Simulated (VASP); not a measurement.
A VASP calculation is set up with these files.

### INCAR
```
! general
SYSTEM  = MoSe2
PREC    = Accurate
ENCUT   = 520
LREAL   = .FALSE.
LASPH   = .TRUE.

! electronic loop
EDIFF   = 1E-7
NELM    = 100
ALGO    = Normal
LMAXMIX = 4

! smearing
ISMEAR  = -5

! functional
GGA     = PE
IVDW    = 13

! ions
ISIF    = 2

! output
LWAVE   = .FALSE.
LCHARG  = .TRUE.
LORBIT  = 11
NEDOS   = 601

! other
LEFG    = .TRUE.
```

### POSCAR
```
MoSe2
3.2829940
  0.4999999105  -0.8660253764   0.0000000000
  0.4999999105   0.8660253764   0.0000000000
  0.0000000000   0.0000000000   3.9037389684
Mo Se
2 4
Direct
  0.3333330000   0.6666670000   0.2500000000
  0.6666670000   0.3333330000   0.7500000000
  0.3333330000   0.6666670000   0.8807117970
  0.6666670000   0.3333330000   0.3807117970
  0.6666670000   0.3333330000   0.1192882030
  0.3333330000   0.6666670000   0.6192882030
```

**KPOINTS**
```
Automatic mesh
0
Gamma
9 9 2
0 0 0
```

POTCAR, in this order: Mo_sv Se (PBE.64 set). Program: vasp_std.

Q: Translate this PBE-D4 calculation to Ansatz.

A: One equivalent input (not run):
Ansatz 0.2 input:
```yaml
crystal:
  lattice:
    - [1.6414967, -2.8431561, 0.0000000]
    - [1.6414967, 2.8431561, 0.0000000]
    - [0.0000000, 0.0000000, 12.8159516]
  atoms:
    - { symbol: Mo, position: [0.3333330, 0.6666670, 0.2500000] }
    - { symbol: Mo, position: [0.6666670, 0.3333330, 0.7500000] }
    - { symbol: Se, position: [0.3333330, 0.6666670, 0.8807118] }
    - { symbol: Se, position: [0.6666670, 0.3333330, 0.3807118] }
    - { symbol: Se, position: [0.6666670, 0.3333330, 0.1192882] }
    - { symbol: Se, position: [0.3333330, 0.6666670, 0.6192882] }
kpoints:
  mp_grid: { grid: [9, 9, 2] }
hamiltonian:
  xc: pbe
  dispersion: d4
  pseudopotentials: { kind: paw }
scf:
  occupations: { method: tetrahedron }
  max_iter: 100
output: { forces: true, stress: true, eigenvalues: true }
```
The two are equivalent in intent, not identical: each code has its own PAW files, so the cut-off isn't converted (ENCUT is set for VASP's; basis.ecutwfc is left out, and Ansatz then takes the one that its files recommend); Ansatz stops its SCF on the density residual and VASP on the energy change (EDIFF); the field gradients of LEFG aren't asked of the other code.

The compound is MoSe2 in the 2H layered structure. It was relaxed first.
